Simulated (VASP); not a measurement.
AlN (wurtzite) is relaxed at rising pressure, each step from the one before. Symmetry mostly holds the structure type, and other phases were not tried. The mesh follows the cell, and a change of mesh leaves a small step in the series.

Consider the following.

```
AlN
1.0
    1.56509    -2.71082     0.00000
    1.56509     2.71082     0.00000
    0.00000     0.00000     5.01173
Al N
2 2
Direct
  0.66667   0.33333   0.50005
  0.33333   0.66667   0.00005
  0.66667   0.33333   0.88195
  0.33333   0.66667   0.38195
```

Level of theory: PBE GGA, VASP's PBE PAW potentials (set 64) (plane waves; VASP). Numerical set-up: 620 eV cut-off, 8×8×5 Γ-centred mesh, Gaussian smearing of 0.050 eV, potentials Al N.

```csv
P (GPa),V (Å³/atom),H − H(0) (eV/atom),space group,k-mesh
0,10.63,0.000,P6_3mc,8×8×5
5,10.37,0.328,P6_3mc,8×8×5
10,10.14,0.648,P6_3mc,8×8×5
20,9.74,1.268,P6_3mc,8×8×5
30,9.40,1.866,P6_3mc,8×8×5
45,8.98,2.727,P6_3mc,9×9×5
```

Pressures at which the relaxation failed are left out.

The compound is AlN in the wurtzite structure.
